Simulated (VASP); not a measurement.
```yaml
crystal:
  lattice:
    - [0.00000, 3.24000, 3.24000]
    - [3.24000, 0.00000, 3.24000]
    - [3.24000, 3.24000, 0.00000]
  atoms:
    - { symbol: In, position: [0.00000, 0.00000, 0.00000] }
    - { symbol: Sb, position: [0.25000, 0.25000, 0.25000] }
```

The base run (VASP): PBE GGA, plane waves, VASP's PBE PAW potentials (set 64). Settings: 400 eV cut-off, 6×6×6 Γ-centred mesh, Gaussian smearing of 0.050 eV, potentials In_d Sb.

One setting is varied; ΔE counts from the base run. The base run took about 20 core-seconds. Times come from single runs on busy shared machines, so they are rough: good to a factor of about 2.

```
setting                               cost over the base run  electronic steps  ΔE (meV/atom)
------------------------------------  ----------------------  ----------------  -------------
base run                                           reference                12            0.0
AMIX = 1.0, BMIX = 1.0, IMIX = 4        within a factor of 2                14            0.0
AMIX = 0.05, BMIX = 0.0001, IMIX = 4    within a factor of 2                16            0.0
AMIX = 1.0, BMIX = 0.0001, IMIX = 4     within a factor of 2                14            0.0
AMIX = 0.2, BMIX = 1.0, IMIX = 1               about 3 times                38            0.0
AMIX = 1.0, BMIX = 1.0, IMIX = 1               about 3 times                51            0.0
```

Left out are runs that failed, have no time on record or changed the cell.

The compound is InSb in the zinc blende structure. The cell was not relaxed at this level.
